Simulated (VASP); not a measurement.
Consider the following.

```yaml
crystal:
  lattice:
    - [0.00000, 2.34605, 2.34605]
    - [2.34605, 0.00000, 2.34605]
    - [2.34605, 2.34605, 0.00000]
  atoms:
    - { symbol: Na, position: [0.00000, 0.00000, 0.00000] }
    - { symbol: F, position: [0.50000, 0.50000, 0.50000] }
```

The numbers are results of PBE GGA, VASP's PBE PAW potentials (set 64) (plane waves; VASP 6.6.1), not measurements. Run with 520 eV cut-off, Gaussian smearing of 0.050 eV, potentials Na_pv F.

Problem. Give the energies of bands 5 to 8 at the high-symmetry points, in eV from the valence-band maximum.

Solution. 
```csv
band,Γ,X,U,L,W
5,0.00,-1.22,-1.01,-1.51,-0.83
6,0.00,-0.39,-0.79,-0.24,-0.83
7,0.00,-0.39,-0.35,-0.24,-0.54
8,6.10,12.85,12.61,10.55,12.97
```

The gap is direct, 6.10 eV, from the valence maximum at Γ to the conduction minimum at Γ.

Measured: gap 11.70 eV (computed value off by -5.60 eV), as given by David Koller et al., Journal of Physics Condensed Matter (2013), arXiv:1304.4470.

The compound is NaF in the rock salt structure. It was relaxed first.
